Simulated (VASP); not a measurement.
# TaRu: formation energy of a point defect, part 3 of 3

Aim: the formation energy and local structure of a point defect in TaRu. The start is a cell from a database of measured crystal structures.

VASP 6.6.1, plane waves and PAW; the level of theory is named at each step.

So far. Step 4 (Relaxing the atoms): The run ended after 3 ionic steps, 0.000 eV below its first step, once the forces on the free atoms met EDIFFG = -0.03. Step 4 (Relaxing the atoms): Energy at zero smearing: -6.86113 eV.

## 5. Reference Ru

This step: r2SCAN; plane waves and PAW (Ru) (VASP 6.6.1).

System of this step: Ru. The structure is hexagonal, space group P6_3/mmc (No. 194). The conventional cell has a = 2.700 Å, b = 2.700 Å, c = 4.277 Å, α = 90.00°, β = 90.00°, γ = 120.00°. Nearest to Ru lie 12 Ru at 2.65 to 2.70 Å.

Ru is not exchanged here; its energy serves the host's formation enthalpy.

File INCAR:

```
SYSTEM = Ru
PREC = Normal
ENCUT = 300
EDIFF = 1E-05
NELM = 120
ISMEAR = 1
SIGMA = 0.1
LREAL = Auto
ALGO = Normal
METAGGA = R2SCAN
LASPH = .TRUE.
NBANDS = 14
LORBIT = 11
LWAVE = .FALSE.
LCHARG = .FALSE.
KPAR = 4
IBRION = 2
NSW = 25
ISIF = 3
EDIFFG = -0.02
POTIM = 0.4
```

File POSCAR:

```
Ru
1.0
    2.7000000000      0.0000000000      0.0000000000
   -1.3500000000      2.3382685902      0.0000000000
    0.0000000000      0.0000000000      4.2768000000
Ru
2
Direct
    0.0000000000      0.0000000000      0.0000000000
    0.3333333333      0.6666666667      0.5000000000
```

File KPOINTS:

```
Automatic mesh
0
Gamma
11 11 6
0 0 0
```

The projector-augmented-wave data sets are Ru (PBE family, release 64).

Run with:

```bash
$ mpirun -np 4 vasp_std
```

The program printed:

```text
[banner, memory and clock lines left out]
running    4 mpi-ranks, on    1 nodes
 distrk:  each k-point on    1 cores,    4 groups
 distr:  one band on    1 cores,    1 groups

 POSCAR found type information on POSCAR Ru
 POSCAR found :  1 types and       2 ions
 [... a notice as in an earlier step ...]

 [... a notice as in an earlier step ...]

 LDA part: xc-table for (None), standard interpolation
 POSCAR, INCAR and KPOINTS ok, starting setup
 FFT: planning ... GRIDC
 FFT: planning ... GRID_SOFT
 FFT: planning ... GRID
 WAVECAR not read
 entering main loop
       N       E                     dE             d eps       ncg     rms          rms(c)
DAV:   1     0.703571120580E+01    0.70357E+01   -0.55928E+03  2088   0.693E+02
DAV:   2    -0.544131228971E+02   -0.61449E+02   -0.55099E+02  1954   0.173E+02
DAV:   3    -0.552000850590E+02   -0.78696E+00   -0.78475E+00  2254   0.229E+01
DAV:   4    -0.552065140852E+02   -0.64290E-02   -0.64288E-02  2134   0.197E+00
DAV:   5    -0.552066622022E+02   -0.14812E-03   -0.14812E-03  2260   0.299E-01    0.190E+01
DAV:   6    -0.509481941871E+02    0.42585E+01   -0.35999E+00  1948   0.193E+01    0.414E+00
DAV:   7    -0.508910416198E+02    0.57153E-01   -0.98112E-02  2200   0.294E+00    0.145E+00
DAV:   8    -0.508727200464E+02    0.18322E-01   -0.95281E-03  2020   0.999E-01    0.282E-01
DAV:   9    -0.508705080215E+02    0.22120E-02   -0.29159E-03  1984   0.463E-01    0.727E-02
DAV:  10    -0.508704360330E+02    0.71988E-04   -0.19730E-04  2158   0.138E-01    0.140E-02
DAV:  11    -0.508704111672E+02    0.24866E-04   -0.81973E-06  1226   0.262E-02    0.175E-03
DAV:  12    -0.508704082728E+02    0.28944E-05   -0.10579E-06   950   0.911E-03
   1 F= -.50870408E+02 E0= -.50870330E+02  d E =-.508704E+02
 curvature:   0.00 expect dE= 0.000E+00 dE for cont linesearch  0.000E+00
 trial: gam= 0.00000 g(F)=  0.481E-45 g(S)=  0.480E-02 ort = 0.000E+00 (trialstep = 0.100E+01)
 search vector abs. value=  0.480E-02
 bond charge predicted
       N       E                     dE             d eps       ncg     rms          rms(c)
DAV:   1    -0.508838449682E+02   -0.13434E-01   -0.47916E-01  1888   0.652E+00    0.119E+00
DAV:   2    -0.508702586710E+02    0.13586E-01   -0.20055E-02  1984   0.146E+00    0.311E-01
DAV:   3    -0.508690451440E+02    0.12135E-02   -0.20095E-03  2230   0.438E-01    0.676E-02
DAV:   4    -0.508690278263E+02    0.17318E-04   -0.14667E-04  2080   0.928E-02    0.181E-02
DAV:   5    -0.508690329624E+02   -0.51361E-05   -0.36845E-05  2020   0.586E-02
   2 F= -.50869033E+02 E0= -.50869164E+02  d E =0.137531E-02
[...]
3 F= -.50871422E+02 E0= -.50871425E+02  d E =-.101408E-02
[...]
4 F= -.50871423E+02 E0= -.50871419E+02  d E =-.101497E-02
[...]
5 F= -.50871424E+02 E0= -.50871422E+02  d E =-.101584E-02
[...]
6 F= -.50871425E+02 E0= -.50871425E+02  d E =-.101631E-02
 curvature:  -0.41 expect dE=-0.212E-03 dE for cont linesearch -0.318E-07
 trial: gam= 0.10469 g(F)=  0.220E-45 g(S)=  0.521E-03 ort = 0.193E-04 (trialstep = 0.884E+00)
 search vector abs. value=  0.578E-03
 bond charge predicted
       N       E                     dE             d eps       ncg     rms          rms(c)
DAV:   1    -0.508721825308E+02   -0.75636E-03   -0.37637E-02  1876   0.150E+00    0.167E-01
DAV:   2    -0.508716623677E+02    0.52016E-03   -0.59061E-04  2074   0.235E-01    0.598E-02
DAV:   3    -0.508715866123E+02    0.75755E-04   -0.95696E-05  2056   0.811E-02    0.157E-02
DAV:   4    -0.508715784322E+02    0.81801E-05   -0.10013E-05  1058   0.261E-02
   7 F= -.50871578E+02 E0= -.50871714E+02  d E =-.153851E-03
 trial-energy change:   -0.000154  1 .order   -0.000162   -0.000463    0.000139
 step:   0.6794(harm=  0.6794)  dis= 0.00000  next Energy=   -50.871602 (dE=-0.178E-03)
 reached required accuracy - stopping structural energy minimisation
```

Run time: 1.8 min. Hardware: 4 MPI ranks of AMD EPYC 7R43, shared host; peak memory 0.35 GiB.

Parts of OUTCAR (step 5):

```text
   k-points           NKPTS =     64   k-points in BZ     NKDIM =     64   number of bands    NBANDS=     14

   ENCUT  =  300.0 eV  22.05 Ry    4.70 a.u.   3.81  3.81  6.04*2*pi/ulx,y,z

   NELECT =      16.0000    total number of electrons

 E-fermi :  12.5696

 k-point     1 :       0.0000    0.0000    0.0000
  band No.  band energies     occupation
    ...
      5      10.1446      2.00000
      6      10.6264      2.00000
      7      10.6264      2.00000
      8      11.1202      2.00000
      9      11.1202      2.00000
     10      13.8871     -0.00000
     11      13.8871     -0.00000
     12      14.0418     -0.00000
     13      23.6678      0.00000
     14      28.3331      0.00000

  Total       -0.0286461     -0.0286461      0.0247777      0.0000000     -0.0000000      0.0000000
  in kB       -1.7070586     -1.7070586      1.4765356      0.0000000     -0.0000000      0.0000000
  external PRESSURE =      -0.6458605 kB  Pullay stress =       0.0000000 kB

 POSITION                                       TOTAL-FORCE (eV/Angst)
 -----------------------------------------------------------------------------------
      0.00000      0.00000      0.00000        -0.000000      0.000000     -0.000000
     -0.00000      1.55991      2.12641         0.000000     -0.000000      0.000000
 -----------------------------------------------------------------------------------
    total drift:                                0.000000     -0.000000     -0.000000

  FREE ENERGIE OF THE ION-ELECTRON SYSTEM (eV)
  ---------------------------------------------------
  free  energy   TOTEN  =       -50.8715784322 eV

  energy  without entropy=      -50.8719848150  energy(sigma->0) =      -50.87171389

[... 1 part as in an earlier step ...]

[... 15 further parts left out ...]
```

The run keeps the 24 symmetry operations of its start, so it cannot find a distortion of lower symmetry.

Step by step:

```csv
step,energy less that of the first step (eV),largest force (eV/Å),pressure (GPa),volume (Å³)
1,0.0000,0.0000,-1.40,27.00
2,0.0014,0.0000,3.54,26.63
3,-0.0010,0.0000,0.47,26.84
4,-0.0010,0.0000,0.26,26.85
5,-0.0010,0.0000,0.28,26.85
6,-0.0010,0.0000,0.32,26.85
7,-0.0012,0.0000,-0.06,26.89
```

```csv
"conventional cell, symmetrised",before,after,change
a (Å),2.700,2.702,+0.1 %
b (Å),2.700,2.702,+0.1 %
c (Å),4.277,4.253,-0.6 %
volume (Å³/atom),13.50,13.44,-0.4 %
```

The relaxed structure:

```xyz
2
Lattice="2.7018 0.0000 0.0000 -1.3509 2.3399 0.0000 0.0000 0.0000 4.2528" Properties=species:S:1:pos:R:3 pbc="T T T"
Ru    0.0000    0.0000    0.0000
Ru    0.0000    1.5599    2.1264
```

Numbers from this step:

```yaml
electronic_cycles: 33
electrons: 16
free_energy_toten: -50.8716 eV
energy_at_zero_smearing: -50.8717 eV
fermi_energy: 12.57 eV
```

The run ended after 7 ionic steps, 0.001 eV below its first step, once forces and stress met EDIFFG = -0.02.

Energy at zero smearing: -50.87171 eV.

## 6. Reference Ta

This step: r2SCAN; plane waves and PAW (Ta) (VASP 6.6.1).

System of this step: Ta. Symmetry: Im-3m, No. 229, cubic system. The conventional cell has a = 3.310 Å, b = 3.310 Å, c = 3.310 Å, α = 90.00°, β = 90.00°, γ = 90.00°. Nearest to Ta lie 8 Ta at 2.87 Å.

Ta is not exchanged here; its energy serves the host's formation enthalpy.

Changes to INCAR since step 5:

```diff
@@ -1,2 +1,2 @@
-SYSTEM = Ru
+SYSTEM = Ta
 PREC = Normal
@@ -11,3 +11,3 @@
 LASPH = .TRUE.
-NBANDS = 14
+NBANDS = 8
 LORBIT = 11
```

File POSCAR:

```
Ta
1.0
   -1.6550000000      1.6550000000      1.6550000000
    1.6550000000     -1.6550000000      1.6550000000
    1.6550000000      1.6550000000     -1.6550000000
Ta
1
Direct
    0.0000000000      0.0000000000      0.0000000000
```

File KPOINTS:

```
Automatic mesh
0
Gamma
11 11 11
0 0 0
```

PAW data sets: Ta (PBE family, release 64).

Run with:

```bash
$ mpirun -np 4 vasp_std
```

The program printed:

```text
[banner, memory and clock lines left out]
running    4 mpi-ranks, on    1 nodes
 distrk:  each k-point on    1 cores,    4 groups
 distr:  one band on    1 cores,    1 groups

 POSCAR found type information on POSCAR Ta
 POSCAR found :  1 types and       1 ions
 [... a notice as in an earlier step ...]

 [... a notice as in an earlier step ...]

 LDA part: xc-table for (None), standard interpolation
 POSCAR, INCAR and KPOINTS ok, starting setup
 FFT: planning ... GRIDC
 FFT: planning ... GRID_SOFT
 FFT: planning ... GRID
 WAVECAR not read
 entering main loop
       N       E                     dE             d eps       ncg     rms          rms(c)
DAV:   1    -0.423119964730E+02   -0.42312E+02   -0.14400E+03   992   0.291E+02
DAV:   2    -0.483778327969E+02   -0.60658E+01   -0.57713E+01  1320   0.473E+01
DAV:   3    -0.484034242092E+02   -0.25591E-01   -0.25589E-01  1016   0.395E+00
DAV:   4    -0.484034427112E+02   -0.18502E-04   -0.18503E-04  1472   0.824E-02
DAV:   5    -0.484034427179E+02   -0.67159E-08   -0.58625E-08   992   0.878E-04    0.123E+01
DAV:   6    -0.487198742146E+02   -0.31643E+00   -0.91795E-02  1344   0.182E+00    0.719E+00
DAV:   7    -0.486191615042E+02    0.10071E+00   -0.31475E-01  1256   0.320E+00    0.160E+00
DAV:   8    -0.486179457744E+02    0.12157E-02   -0.10793E-02  1040   0.634E-01    0.180E-01
DAV:   9    -0.486181844478E+02   -0.23867E-03   -0.19253E-03  1064   0.221E-01    0.925E-02
DAV:  10    -0.486181584334E+02    0.26014E-04   -0.16343E-05  1080   0.323E-02    0.652E-02
DAV:  11    -0.486181276211E+02    0.30812E-04   -0.45274E-05  1040   0.369E-02    0.421E-03
DAV:  12    -0.486181293930E+02   -0.17719E-05   -0.34664E-07   480   0.385E-03
   1 F= -.48618129E+02 E0= -.48618048E+02  d E =-.486181E+02
 curvature:   0.00 expect dE= 0.000E+00 dE for cont linesearch  0.000E+00
 trial: gam= 0.00000 g(F)=  0.332E-61 g(S)=  0.305E-01 ort = 0.000E+00 (trialstep = 0.100E+01)
 search vector abs. value=  0.305E-01
 bond charge predicted
       N       E                     dE             d eps       ncg     rms          rms(c)
DAV:   1    -0.486072824642E+02    0.10845E-01   -0.78061E-01   920   0.668E+00    0.169E+00
DAV:   2    -0.486099202185E+02   -0.26378E-02   -0.40719E-03  1176   0.426E-01    0.950E-01
DAV:   3    -0.486079031912E+02    0.20170E-02   -0.38408E-03   968   0.310E-01    0.862E-02
DAV:   4    -0.486079081848E+02   -0.49936E-05   -0.26730E-05  1048   0.381E-02
   2 F= -.48607908E+02 E0= -.48608341E+02  d E =0.102212E-01
 trial-energy change:    0.010221  1 .order    0.011358   -0.030537    0.053252
 step:   0.3837(harm=  0.3645)  dis= 0.00000  next Energy=   -48.624052 (dE=-0.592E-02)
 bond charge predicted
       N       E                     dE             d eps       ncg     rms          rms(c)
DAV:   1    -0.486234506018E+02   -0.15547E-01   -0.28803E-01   944   0.397E+00    0.107E+00
DAV:   2    -0.486249398966E+02   -0.14893E-02   -0.19475E-03  1128   0.286E-01    0.589E-01
DAV:   3    -0.486240939079E+02    0.84599E-03   -0.15067E-03   952   0.192E-01    0.386E-02
DAV:   4    -0.486241028503E+02   -0.89425E-05   -0.91723E-06   976   0.227E-02
   3 F= -.48624103E+02 E0= -.48624084E+02  d E =-.597346E-02
 curvature:  -0.18 expect dE=-0.542E-06 dE for cont linesearch -0.542E-06
 trial: gam=-0.00978 g(F)=  0.543E-58 g(S)=  0.298E-05 ort = 0.302E-03 (trialstep = 0.877E+00)
 search vector abs. value=  0.390E-09
 reached required accuracy - stopping structural energy minimisation
```

Run time: 36 s. Hardware: 4 MPI ranks; peak memory 0.29 GiB; 2.3 min of CPU time.

OUTCAR, selected parts (step 6):

```text
   k-points           NKPTS =     56   k-points in BZ     NKDIM =     56   number of bands    NBANDS=      8

   ENCUT  =  300.0 eV  22.05 Ry    4.70 a.u.   4.05  4.05  4.05*2*pi/ulx,y,z

   NELECT =       5.0000    total number of electrons

 E-fermi :   5.6881

 k-point     1 :       0.0000    0.0000    0.0000
  band No.  band energies     occupation
      1      -2.6415      2.00000
      2       6.5551     -0.00000
      3       6.5551     -0.00000
      4       6.5552     -0.00000
      5      10.0769      0.00000
      6      10.0769      0.00000
    ...

  Total       -0.0050714     -0.0050714     -0.0050714     -0.0000000      0.0000000     -0.0000000
  in kB       -0.4584943     -0.4584943     -0.4584943     -0.0000000      0.0000000     -0.0000000
  external PRESSURE =      -0.4584943 kB  Pullay stress =       0.0000000 kB

 POSITION                                       TOTAL-FORCE (eV/Angst)
 -----------------------------------------------------------------------------------
      0.00000     -0.00000      0.00000         0.000000     -0.000000      0.000000
 -----------------------------------------------------------------------------------
    total drift:                               -0.000000     -0.000000      0.000000

  FREE ENERGIE OF THE ION-ELECTRON SYSTEM (eV)
  ---------------------------------------------------
  free  energy   TOTEN  =       -48.6241028503 eV

  energy  without entropy=      -48.6240472628  energy(sigma->0) =      -48.62408432

[... 1 part as in an earlier step ...]

[... 15 further parts left out ...]
```

CONTCAR:

```
Ta
   1.00000000000000
    -1.6424137415855469    1.6424137415855469    1.6424137415855469
     1.6424137415855469   -1.6424137415855469    1.6424137415855469
     1.6424137415855469    1.6424137415855469   -1.6424137415855469
  Ta
     1
Direct
     0.0000000000000000    0.0000000000000000    0.0000000000000000
```

The run keeps the 48 symmetry operations of its start, so it cannot find a distortion of lower symmetry.

The steps of the relaxation:

```csv
step,energy less that of the first step (eV),largest force (eV/Å),pressure (GPa),volume (Å³)
1,0.0000,0.0000,-4.54,18.13
2,0.0102,0.0000,8.40,17.08
3,-0.0060,0.0000,-0.05,17.72
```

```csv
"conventional cell, symmetrised",before,after,change
a (Å),3.310,3.285,-0.8 %
b (Å),3.310,3.285,-0.8 %
c (Å),3.310,3.285,-0.8 %
volume (Å³/atom),18.13,17.72,-2.3 %
```

The relaxed structure:

```cif
data_structure
_symmetry_space_group_name_H-M 'P 1'
_symmetry_Int_Tables_number 1
_cell_length_a 2.8447
_cell_length_b 2.8447
_cell_length_c 2.8447
_cell_angle_alpha 109.471
_cell_angle_beta 109.471
_cell_angle_gamma 109.471
_cell_volume 17.72
loop_
_atom_site_label
_atom_site_type_symbol
_atom_site_fract_x
_atom_site_fract_y
_atom_site_fract_z
_atom_site_occupancy
Ta1 Ta 0.00000 0.00000 0.00000 1
```

This step gave:

| Quantity | Value |
| --- | --- |
| electronic cycles | 20 |
| electrons | 5 |
| free energy (TOTEN) | -48.62 eV |
| Fermi energy | 5.688 eV |

The run ended after 3 ionic steps, 0.006 eV below its first step, once forces and stress met EDIFFG = -0.02.

Energy at zero smearing: -48.62408 eV.

## 7. The defect cell

This step: r2SCAN; plane waves and PAW (Ta, Ru, H) (VASP 6.6.1).

System of this step: Ta16HRu16. The cell holds 33 atoms: 16 Ta, 16 Ru and 1 H. Cell: a = 9.056 Å, b = 9.056 Å, c = 8.625 Å, α = 61.6°, β = 61.6°, γ = 56.9°. It derives from TaRu. Nearest the centre at fractional (0.167, 0.083, -0.083): H33 at 0.00 Å, Ru27 at 1.75 Å, Ru17 at 1.75 Å, Ta1 at 1.83 Å, Ta15 at 1.83 Å, Ta14 at 2.54 Å, Ta4 at 2.54 Å, Ru18 at 3.04 Å.

The host is treated as a metal, since its gap is under 0.3 eV or closed. The run keeps 4 symmetry operations, which cuts the number of k-points but bars distortions that break them. The atoms relax at the host's fixed cell.

File INCAR:

```
SYSTEM = Ta16HRu16
PREC = Normal
ENCUT = 300
EDIFF = 1E-05
NELM = 120
ISMEAR = 1
SIGMA = 0.2
LREAL = Auto
ALGO = Normal
METAGGA = R2SCAN
LASPH = .TRUE.
LORBIT = 11
LWAVE = .FALSE.
LCHARG = .TRUE.
NCORE = 4
IBRION = 2
NSW = 50
ISIF = 2
EDIFFG = -0.03
POTIM = 0.4
MAXMIX = 40
ISYM = 2
```

File POSCAR:

```
Ta16HRu16
1.0
    0.0000000000      6.0984930392      6.6945278312
    6.0984930392      0.0000000000      6.6945278312
    6.0984930392      6.0984930392      0.0000000000
Ta Ru H
16 16 1
Direct
    0.1250000000      0.1250000000      0.1250000000
    0.6250000000      0.1250000000      0.1250000000
    0.1250000000      0.6250000000      0.1250000000
    0.1250000000      0.1250000000      0.6250000000
    0.3750000000      0.3750000000      0.3750000000
    0.6250000000      0.6250000000      0.1250000000
    0.6250000000      0.1250000000      0.6250000000
    0.8750000000      0.3750000000      0.3750000000
    0.1250000000      0.6250000000      0.6250000000
    0.3750000000      0.8750000000      0.3750000000
    0.3750000000      0.3750000000      0.8750000000
    0.6250000000      0.6250000000      0.6250000000
    0.8750000000      0.8750000000      0.3750000000
    0.8750000000      0.3750000000      0.8750000000
    0.3750000000      0.8750000000      0.8750000000
    0.8750000000      0.8750000000      0.8750000000
    0.0000000000      0.0000000000      0.0000000000
    0.5000000000      0.0000000000      0.0000000000
    0.0000000000      0.5000000000      0.0000000000
    0.0000000000      0.0000000000      0.5000000000
    0.2500000000      0.2500000000      0.2500000000
    0.5000000000      0.5000000000      0.0000000000
    0.5000000000      0.0000000000      0.5000000000
    0.7500000000      0.2500000000      0.2500000000
    0.0000000000      0.5000000000      0.5000000000
    0.2500000000      0.7500000000      0.2500000000
    0.2500000000      0.2500000000      0.7500000000
    0.5000000000      0.5000000000      0.5000000000
    0.7500000000      0.7500000000      0.2500000000
    0.7500000000      0.2500000000      0.7500000000
    0.2500000000      0.7500000000      0.7500000000
    0.7500000000      0.7500000000      0.7500000000
    0.1666666700      0.0833333300      0.9166666700
```

File KPOINTS:

```
Automatic mesh
0
Gamma
5 5 5
0 0 0
```

The projector-augmented-wave data sets are Ta, Ru and H (PBE family, release 64).

Run with:

```bash
$ mpirun -np 4 vasp_std
```

The program printed:

```text
[banner, memory and clock lines left out]
running    4 mpi-ranks, on    1 nodes
[...]
[... a notice as in an earlier step ...]

 LDA part: xc-table for (None), standard interpolation
 POSCAR, INCAR and KPOINTS ok, starting setup
[...]
entering main loop
       N       E                     dE             d eps       ncg     rms          rms(c)
DAV:   1    -0.178693685745E+03   -0.17869E+03   -0.69280E+04  6926   0.101E+03
DAV:   2    -0.112976229044E+04   -0.95107E+03   -0.90210E+03  7141   0.246E+02
DAV:   3    -0.122433784076E+04   -0.94576E+02   -0.91762E+02 10436   0.605E+01
DAV:   4    -0.122907427937E+04   -0.47364E+01   -0.44931E+01  9420   0.136E+01
[...]
DAV:  16    -0.119871623414E+04    0.32303E-04   -0.44918E-04 10292   0.721E-02    0.564E-02
DAV:  17    -0.119871617620E+04    0.57937E-04   -0.20408E-04 10012   0.528E-02    0.200E-02
DAV:  18    -0.119871616684E+04    0.93631E-05   -0.23566E-05  5244   0.143E-02
   1 F= -.11987162E+04 E0= -.11987160E+04  d E =-.119872E+04
[...]
N       E                     dE             d eps       ncg     rms          rms(c)
DAV:   1    -0.119888783527E+04   -0.17166E+00   -0.53344E+01  6750   0.167E+01    0.215E+00
DAV:   2    -0.119905827703E+04   -0.17044E+00   -0.13325E+00  8964   0.279E+00    0.110E+00
DAV:   3    -0.119905590224E+04    0.23748E-02   -0.14768E-01  9164   0.910E-01    0.796E-01
DAV:   4    -0.119905678790E+04   -0.88566E-03   -0.52755E-02  9844   0.722E-01    0.503E-01
DAV:   5    -0.119905527084E+04    0.15171E-02   -0.29481E-02 10180   0.603E-01    0.217E-01
DAV:   6    -0.119905469482E+04    0.57602E-03   -0.48874E-03 10052   0.228E-01    0.929E-02
DAV:   7    -0.119905464169E+04    0.53132E-04   -0.54468E-04  9060   0.574E-02    0.584E-02
DAV:   8    -0.119905462004E+04    0.21648E-04   -0.28713E-04  7868   0.389E-02    0.162E-02
DAV:   9    -0.119905462101E+04   -0.97041E-06   -0.29258E-05  6012   0.132E-02
   2 F= -.11990546E+04 E0= -.11990541E+04  d E =-.338454E+00
 trial-energy change:   -0.338454  1 .order   -0.346993   -0.521070   -0.172916
 step:   1.6568(harm=  1.4967)  dis= 0.11694  next Energy= -1199.108988 (dE=-0.393E+00)
[...]
N       E                     dE             d eps       ncg     rms          rms(c)
DAV:   1    -0.119903081617E+04    0.23804E-01   -0.22812E+01  6750   0.109E+01    0.121E+00
```

Elapsed: 51 min, on 4 MPI ranks.

The run was stopped at its time limit, so it gives no result of its own.

## 8. Outcome

| Property | Result |
| --- | --- |
| result | none |

In words: The session ends without its result: «relax the defect» met its time limit.

[Lines on the potential files, build, host, timing and source positions are cut from VASP's logs without a mark.]

[Logs are printed without paths, hosts, clocks, repeated set-up lines and the standing remarks that a program may print on its own settings, such as how far it seeks lower states.]

[Hosts, paths, dates, database ids (printed as entryN), source tags and the programs' standing remarks are cut or masked in the printed files.]

[In band tables of VASP the shares of atoms and orbitals are scaled to a sum of 1 inside the atoms' spheres.]

[Runs that stopped without an error message from VASP are left out.]
